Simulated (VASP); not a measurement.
Here is the system:

```xyz
4
Lattice="-1.9067 1.9067 3.8156 1.9067 -1.9067 3.8156 1.9067 1.9067 -3.8156" Properties=species:S:1:pos:R:3 pbc="T T T"
Ru     0.0000     0.0000     0.0000
Ir     0.0000     1.9067     1.9078
Ir     1.9067     0.0000     1.9078
Ir     0.0000     0.0000     3.8156
```

Computed with PBEsol GGA, VASP's PBE PAW potentials (set 64) (plane waves; VASP). Run with 400 eV cut-off, 13×13×13 Γ-centred mesh, tetrahedra with Blöchl corrections, potentials Ru_pv Ir.

The cores are frozen, which limits the accuracy of field gradients.

Q: Give the principal components of the electric field gradient (V/Å²) and the asymmetry η at each nucleus.

A: 
| atom | Vxx | Vyy | Vzz | η |
|---|---|---|---|---|
| Ru1 | -0.2 | -0.2 | 0.4 | - |
| Ir2 | 0.4 | 0.4 | -0.7 | 0.00 |
| Ir3 | 0.4 | 0.4 | -0.7 | 0.00 |
| Ir4 | 2.9 | 2.9 | -5.7 | 0.00 |

The structure comes from a computed database's Ir3Ru entry (I4/mmm); how it stands against other phases isn't given here. It was relaxed first.
